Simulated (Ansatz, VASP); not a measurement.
# NaF (Villiaumite): VASP beside Ansatz

One calculation is typed for both programs; each brings its own data sets. How far apart do they land? The cell is taken from a series of runs on this material, whose earlier steps may have relaxed, scaled, displaced or heated it; both programs get it as it stands.

Calculated with Ansatz 0.2.0; plane waves, with VASP 6.6.1 beside it; zone-centre phonons at PBEsol.

## Step 1: The structure

Symmetry: Fm-3m, No. 225, cubic system. Conventional cell: a = 4.652 Å, b = 4.652 Å, c = 4.652 Å, α = 90.00°, β = 90.00°, γ = 90.00°. Nearest to Na lie 6 F at 2.33 Å. Nearest to F lie 6 Na at 2.33 Å. Farther neighbours and most contacts between anions are not listed.

## Step 2: Ansatz: zone-centre phonons, PBEsol

Ansatz runs on its default PAW (the set named soft_2) files.

Second derivatives magnify differences that forces hide, and they need a tight electronic threshold.

input.yaml

```yaml
crystal:
  lattice:
    - [0.0, 2.3261063274, 2.3261063274]
    - [2.3261063274, 0.0, 2.3261063274]
    - [2.3261063274, 2.3261063274, 0.0]
  atoms:
    - { symbol: Na, position: [0.0, 0.0, 0.0] }
    - { symbol: F, position: [0.5, 0.5, 0.5] }
kpoints:
  mp_grid: { grid: [8, 8, 8] }
hamiltonian:
  xc: pbesol
scf:
  occupations: { method: fixed }
output:
  eigenvalues: true
phonons:
  method: dfpt
  dielectric: true
  rigid_motions: translations
  qmesh: [4, 4, 4]
  temperatures: { t_max: 1000, t_step: 50 }
  qpath:
    path:
      - [[0.0, 0.0, 0.0], [0.5, 0.0, 0.5], [0.625, 0.25, 0.625]]
      - [[0.375, 0.375, 0.75], [0.0, 0.0, 0.0], [0.5, 0.5, 0.5], [0.5, 0.25, 0.75], [0.5, 0.0, 0.5]]
    npoints: 10
```

Command:

```console
ansatz run input.yaml --threads 4 --pin off --max-ram 8192MiB --backend cpu --events-out ev --progress --plain --runs-dir out
```

Numbers of over 12 decimals in the logs are rounded to 6 here.

Output:

```text
Engine: ansatz 0.2.0, aarch64-unknown-linux-gnu
Pseudopotentials: kind: paw
Pseudopotential: Na, paw, valence charge 9, recommended cutoff 420 eV (normal), Na.paw.azcp
Pseudopotential: F, paw, valence charge 7, recommended cutoff 420 eV (normal), F.paw.azcp
Functional definition: PBEsol
  exchange = pbesol_x
  correlation = pbesol_c
Crystal: 2 atoms, lattice volume = 25.172 Å³
Basis set: ecut = 420 eV, 531 PW (Γ), exchange–correlation on 48×48×48 points (8 copies of the dense FFT grid, shifted against one another)
Bands: 12, of which v1, the nominal top of the filled ones, is band 8 counted from 1 (7 counted from 0)
Symmetry: 48 space group operations
k-points: 59 of 512 (irreducible under 8 space group operations, time reversal used)
Non-local potential: Na, projectors of the file, l = 0: 3, l = 1: 2, l = 2: 1
Non-local potential: F, projectors of the file, l = 0: 2, l = 1: 2, l = 2: 1
PAW form: soft (Blöchl's): semilocal exchange-correlation on the pseudo side does not see the compensation charge
PAW frozen core: Na, regenerated for the run's functional, and the local potential with it (the file was generated under x = pbe(κ = 0.804, μ = 0.219515), c = pbe(β = 0.066725))
PAW frozen core: F, regenerated for the run's functional, and the local potential with it (the file was generated under x = pbe(κ = 0.804, μ = 0.219515), c = pbe(β = 0.066725))
PAW one-centre angular grid: Na, 110 points (default); XC on 64 Gauss nodes
PAW one-centre angular grid: F, 110 points (default); XC on 64 Gauss nodes
Initial density: superposition of atomic densities (neutral atoms: chi_scale 0, normalization atom), corrected by the library's trained network
Initial wavefunctions: pseudopotential atomic-orbital guess
Functional: x = pbesol(κ = 0.804, μ = 0.123457), c = pbesol(β = 0.046)
SCF iter   1: F=—  HF=-2278.928797 eV  |F-HF|=—  |Δ(HF+E_count)|=         —  Δρ=1.14e-2  dr2=1.99e-2  ethr=1.77e-3  ⟨swp⟩=4.7  Hψ=3437  notcnv=0  defer=110
preconditioner: auto → none  [insulator: Δε(μ)=5.963 eV  Ē_g=25.996 eV  n_scr=8 (ndim 8)  ℏωp=27.7 eV  f_vac=0.108  ε∞_Penn≈2.1]
SCF iter   2: F=—  HF=-2278.922614 eV  |F-HF|=—  |Δ(HF+E_count)|=   6.18e-3  Δρ=4.96e-3  dr2=3.45e-3  ethr=1.24e-4  ⟨swp⟩=2.0  Hψ=1499  notcnv=0  defer=116
SCF iter   3: F=—  HF=-2278.921564 eV  |F-HF|=—  |Δ(HF+E_count)|=   1.05e-3  Δρ=4.61e-4  dr2=3.46e-5  ethr=2.16e-5  ⟨swp⟩=2.0  Hψ=995  notcnv=0  defer=116
SCF iter   4: F=—  HF=-2278.921567 eV  |F-HF|=—  |Δ(HF+E_count)|=   3.43e-6  Δρ=1.08e-4  dr2=6.64e-7  ethr=2.16e-7  ⟨swp⟩=2.0  Hψ=1180  notcnv=0  defer=82
SCF iter   5: F=—  HF=-2278.921567 eV  |F-HF|=—  |Δ(HF+E_count)|=   2.71e-8  Δρ=4.67e-5  dr2=3.95e-7  ethr=4.15e-9  ⟨swp⟩=2.0  Hψ=1115  notcnv=0  defer=1
SCF iter   6: F=—  HF=-2278.921567 eV  |F-HF|=—  |Δ(HF+E_count)|=   6.44e-8  Δρ=7.80e-6  dr2=1.12e-8  ethr=2.47e-9  ⟨swp⟩=2.0  Hψ=856  notcnv=0  defer=2
SCF iter   7: F=—  HF=-2278.921567 eV  |F-HF|=—  |Δ(HF+E_count)|=  8.21e-10  Δρ=1.06e-6  dr2=2.07e-10  ethr=6.97e-11  ⟨swp⟩=2.0  Hψ=886  notcnv=0  defer=2
SCF iter   8: F=-2278.921567 eV  HF=-2278.921567 eV  |F-HF|=4.55e-13  |Δ(HF+E_count)|=  4.14e-11  Δρ=4.03e-8  dr2=2.98e-13  ethr=1.00e-12  ⟨swp⟩=6.9  Hψ=3658  notcnv=0
SCF 1 converged in 8 iterations: F = -2278.921567 eV  dr2 = 2.98e-13
  greatest PAW one-centre occupation: 0.999 electrons in one spin orbital (limit 2), on the Na atom at site 0 (counted from 0), in its partial waves of l = 0
DFPT response loops at Γ: preconditioner auto → none (the input reference at scf.mixing.eps_inf says where Resta's filter doesn't serve); β = 0.50; Broyden in place of MSR1
NSCF: frozen V_eff on 29 k-points
NSCF: frozen V_eff on 576 k-points
DFPT response loops at q = (0, 0, 0.25) (fractional): mixed as the last ones told, above
NSCF: frozen V_eff on 300 k-points
DFPT response loops at q = (0, 0, -0.5) (fractional): mixed as the last ones told, above
NSCF: frozen V_eff on 328 k-points
DFPT response loops at q = (0, 0.25, 0.25) (fractional): mixed as the last ones told, above
NSCF: frozen V_eff on 1024 k-points
DFPT response loops at q = (0, 0.25, -0.5) (fractional): mixed as the last ones told, above
NSCF: frozen V_eff on 576 k-points
DFPT response loops at q = (0, 0.25, -0.25) (fractional): mixed as the last ones told, above
NSCF: frozen V_eff on 190 k-points
DFPT response loops at q = (0, -0.5, -0.5) (fractional): mixed as the last ones told, above
NSCF: frozen V_eff on 328 k-points
DFPT response loops at q = (0.25, -0.5, -0.25) (fractional): mixed as the last ones told, above
SCF converged after 8 iterations
Free energy (F): -2278.921567 eV
Harris-Foulkes:  -2278.921567 eV  (|F-HF|=4.55e-13)
Internal energy: -2278.921567 eV  (E = F + TS)
E sigma→0 (E₀):  -2278.921567 eV
Fermi energy:    0.840984 eV
--- Per-component energies (eV) ---
  E_band       = -234.624714
  E_kinetic    = 328.310617
  E_local      = -1698.524814  (includes V_loc(G=0)·N_el)
  E_nonlocal   = 189.791072
  E_hartree    = 601.370642
  E_xc         = -118.042385
  E_vxc        = -152.382714  (∫ρ·V_xc dr)
  E_paw        = -447.002080  (= ΣΔE_a)
  E_vpaw       = -104.562161  (= ΣTr[D̂ρ^β])
  E_aug_tail   = 0.001984  (compensation charges beyond the density's cutoff)
  E_ewald      = -1134.923739
  E_core_change = 0.097136  (= ΣΔE_core)
  E_smearing   = -0.000000  (= −TS)
  E_closure    = 0.000000  (closes the sum)
  Σ components = -2278.921567   (vs F -2278.921567, Δ=0.00e0)
--- Band table (eV; the first three rows and the last of 59) ---
  k-point 0: bands = [... 4 lower, -17.9656, 0.8410, 0.8410, 0.8410, 6.9621, 19.5919, 19.5919, 19.5919]
  k-point 1: bands = [... 4 lower, -17.7440, 0.5452, 0.8036, 0.8036, 7.5064, 17.8270, 19.8264, 19.8264]
  k-point 2: bands = [... 4 lower, -17.4716, -0.0548, 0.7146, 0.7146, 8.8156, 15.7390, 20.3437, 20.3437]
  k-point 58: bands = [... 4 lower, -17.5051, -0.0329, -0.0329, 0.2736, 13.8045, 13.8045, 15.8649, 17.4869]
--- Phonons (Γ-DFPT): 2 representative perturbations + reference, on 59 of 512 k-points (Σ response iterations 7) ---
  k mesh reduced under 8 symmetry operations, with k and −k counted as one. Each operation leaves every solved perturbation unchanged. A smaller set is not considered because the run solves the response to a homogeneous field
  ASR residual: 1.854e-5 → 0.000e0 eV/Å²; symmetrization residual: 1.208e-6 eV/Å²
  ASR residual per site (eV/Å²): 1.85e-5 1.38e-5
  Γ frequencies (cm⁻¹): 0.00 0.00 0.00 230.72 230.72 230.72
  ε∞ (high-frequency dielectric tensor):
        1.891417    -0.000000     0.000000
       -0.000000     1.891417    -0.000000
       -0.000000     0.000000     1.891417
  ε⁰ (static dielectric tensor: ions relaxed, cell fixed):
        5.523814     0.000000    -0.000000
        0.000000     5.523814    -0.000000
       -0.000000     0.000000     5.523814
  ε⁰ − ε∞ (ionic part):
        3.632397     0.000000    -0.000000
        0.000000     3.632397     0.000000
       -0.000000     0.000000     3.632397
  softest optical mode at Γ: 230.72 cm⁻¹; the repairs (sum rule, projections) moved no ω² at Γ by more than (0.57 cm⁻¹)²
  Born effective charges Z* (e; rows j = field, columns β = displacement):
    site 0:
         1.01436    0.00000   -0.00000
         0.00000    1.01436    0.00000
         0.00000   -0.00000    1.01436
    site 1:
        -1.01436   -0.00000    0.00000
         0.00000   -1.01436   -0.00000
         0.00000    0.00000   -1.01436
  Z* charge neutrality: 4.164e-5 e pre-enforcement
  k-mesh period / interband length: 26.3 Å / 0.88 Å = 29.88 at k = (0.0000, 0.0000, 0.0000), direct gap 6.121 eV — 14 or more, which is no proof of convergence
  optical modes at Γ without the LO–TO term, one row a degenerate level:
      ω (cm⁻¹)  modes    IR ((D/Å)²/amu)
        230.72      3             6.8460
  optical modes at Γ + LO–TO along q̂ = [1.0000, 0.0000, 0.0000]:
      ω (cm⁻¹)  modes    IR ((D/Å)²/amu)
        230.72      2             4.5640
        394.28      1             2.2820
  optical modes at Γ + LO–TO along q̂ = [0.0000, 1.0000, 0.0000]:
      ω (cm⁻¹)  modes    IR ((D/Å)²/amu)
        230.72      2             4.5640
        394.28      1             2.2820
  optical modes at Γ + LO–TO along q̂ = [0.0000, 0.0000, 1.0000]:
      ω (cm⁻¹)  modes    IR ((D/Å)²/amu)
        230.72      2             4.5640
        394.28      1             2.2820
--- Phonons (arbitrary-q DFPT): 8 irreducible q on the 4×4×4 mesh ---
  q = [0.0000, 0.0000, 0.0000] (star 1, of the zone-centre solve; hermiticity 1.19e-6, symmetrization 8.81e-14): 0.00 0.00 0.00 230.72 230.72 230.72
  q = [0.0000, 0.0000, 0.2500] (star 8, 2 solved perturbations on 288 of 512 k-point pairs; hermiticity 9.05e-7, symmetrization 7.80e-13): 101.82 101.82 163.08 219.14 219.14 370.48
  q = [0.0000, 0.0000, -0.5000] (star 4, 2 solved perturbations on 150 of 512 k-point pairs; hermiticity 1.07e-13, symmetrization 4.92e-13): 167.36 167.36 188.34 188.34 291.20 296.62
  q = [0.0000, 0.2500, 0.2500] (star 6, 4 solved perturbations in 528 linear systems a pass and spin channel, the states on 164 of 512 k-point pairs; hermiticity 5.56e-7, symmetrization 2.01e-13): 100.49 100.49 185.16 237.52 237.52 335.96
  q = [0.0000, 0.2500, -0.5000] (star 24, 4 solved perturbations in 1600 linear systems a pass and spin channel, the states on 512 of 512 k-point pairs; hermiticity 4.07e-7, symmetrization 3.94e-13): 146.12 187.85 221.94 224.17 244.80 288.93
  q = [0.0000, 0.2500, -0.2500] (star 12, 4 solved perturbations in 904 linear systems a pass and spin channel, the states on 288 of 512 k-point pairs; hermiticity 4.21e-7, symmetrization 2.67e-13): 164.00 164.04 191.45 220.43 246.12 312.36
  q = [0.0000, -0.5000, -0.5000] (star 3, 4 solved perturbations in 308 linear systems a pass and spin channel, the states on 95 of 512 k-point pairs; hermiticity 3.07e-7, symmetrization 1.45e-12): 141.28 141.28 244.33 244.33 247.20 274.97
  q = [0.2500, -0.5000, -0.2500] (star 6, 4 solved perturbations in 502 linear systems a pass and spin channel, the states on 164 of 512 k-point pairs; hermiticity 4.35e-7, symmetrization 2.47e-13): 198.16 207.42 207.42 220.52 255.57 255.57
  sum rule: each row above includes the acoustic sum rule's correction from the zone centre's row sums; it moved no ω² by more than (0.47 cm⁻¹)²
  mesh force constants: q→R imaginary residual 3.05e-18; ASR residual 1.854e-5 → 0.000e0 eV/Å²; symmetrization residual 3.553e-15 eV/Å²
  interpolated dispersion: 63 rows × 6 modes
  density of states and harmonic sums: on the 24×24×24 q-mesh, interpolated from the force constants of a 4×4×4 supercell (with the dipole–dipole term)
  largest difference from the sums on the solved wave vectors: F 1.06e-2 eV, S 1.47e-5 and C_V 4.00e-6 eV/K
  zero-point energy: 0.079244 eV/cell   skipped modes (ω ≤ 0): 3   left out of the sums: 3.62e-5 of the cell's modes: C_V's classical limit lies that fraction below 3 k_B per atom; for a crystal, a wire or a layer, F and S can be off by more, and a phonons.interpolated_qmesh denser along its periods is the remedy for the sampling
```

Reading the cycles: dr2 is the Hartree energy of the density residual (eV), the measure of convergence; HF is the Harris–Foulkes estimate of the energy, which meets the free energy F at convergence.

[end of part 1 of 2]

[Lines on the potential files, build, host, timing and source positions are cut from VASP's logs without a mark.]

[Logs are printed without paths, hosts, clocks, repeated set-up lines and the standing remarks that a program may print on its own settings, such as how far it seeks lower states.]

[Hosts, paths, dates, database ids (printed as entryN), source tags and the programs' standing remarks are cut or masked in the printed files.]
